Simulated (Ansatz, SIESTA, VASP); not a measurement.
One structure in several programs: Tl3VSe4 (I-43m, 8 atoms in the cell)

Self-consistent single point.

```xyz
8
Lattice="-3.9194 3.9194 3.9194 3.9194 -3.9194 3.9194 3.9194 3.9194 -3.9194" Properties=species:S:1:pos:R:3 pbc="T T T"
V      0.0000     0.0000     0.0000
Tl     0.0000     0.0000     3.9194
Tl     3.9194     0.0000     0.0000
Tl     0.0000     3.9194     0.0000
Se     2.6016     2.6016     2.6016
Se    -1.3178     1.3178     1.3178
Se     1.3178     1.3178    -1.3178
Se     1.3178    -1.3178     1.3178
```

Shared settings, as Ansatz (an electronic-structure program) writes them: kpoints.mp_grid.grid = 7 7 7; scf.occupations.method = fermi_dirac; scf.occupations.width = 0.0007 Ry. Potentials and cutoffs stand in the table.

```json
[
 {"code": "SIESTA", "model": "LDA PW92, numerical atomic orbitals DZP, PseudoDojo LDA standard norm-conserving potentials (rewritten from UPF to PSML)", "pressure (GPa)": "-2.23", "largest force (eV/Å)": "0.252", "gap on the mesh (eV)": "1.574", "cutoff": "grid 350 Ry"},
 {"code": "VASP", "model": "LDA (PZ), VASP's LDA PAW potentials (set 64)", "pressure (GPa)": "-3.38", "largest force (eV/Å)": "0.190", "gap on the mesh (eV)": "–", "cutoff": "300 eV"},
 {"code": "Ansatz", "model": "LDA (PW92), default PAW files made with PBE", "pressure (GPa)": "-3.26", "largest force (eV/Å)": "0.226", "gap on the mesh (eV)": "1.575", "cutoff": "default"}
]
```

A dash marks a value that a program does not give, or that is left out as unsure.

No gap is tabulated for VASP: it is not read from that output, or partly filled or unconverged empty levels leave it unsure.

Gaps are read on the mesh.

On Ansatz's run: spin-orbit coupling is off.

The spread over the programs that give each value: pressure within 1.15 GPa; largest force within 0.062 eV/Å; gap on the mesh within 0.001 eV.

SIESTA uses small atom-centred bases, whose incompleteness enters pressures, forces and empty levels differently from a plane-wave cutoff. Ansatz's pressure is given at a fixed set of plane waves, as the other plane-wave codes print theirs. The same LDA comes in different parametrisations, which differ slightly. In the pressure, SIESTA (by 1.09) lies more than 1 GPa from the median of the plane-wave programs. In the force vectors, SIESTA (by 0.460) lies more than 0.08 eV/Å from the median of the plane-wave programs.

On the base mesh (3 3 3) the same programs gave: Ansatz pressure -3.32 GPa, gap on the mesh 1.835 eV; SIESTA pressure -2.28 GPa, gap on the mesh 1.844 eV; VASP pressure -3.44 GPa.

The values differ from the base mesh's, so the mesh still matters here: the table compares the programs at equal settings.

VASP's run is marked for a possible Pulay error in its stress at this cutoff; no cutoff test was made.

The starting cell comes from a database of computed structures (which also holds hypothetical and non-ambient phases and stackings), without a prior relaxation at this level.

Left out of this page: CP2K (on another mesh).

Keys are those of Ansatz 0.2.
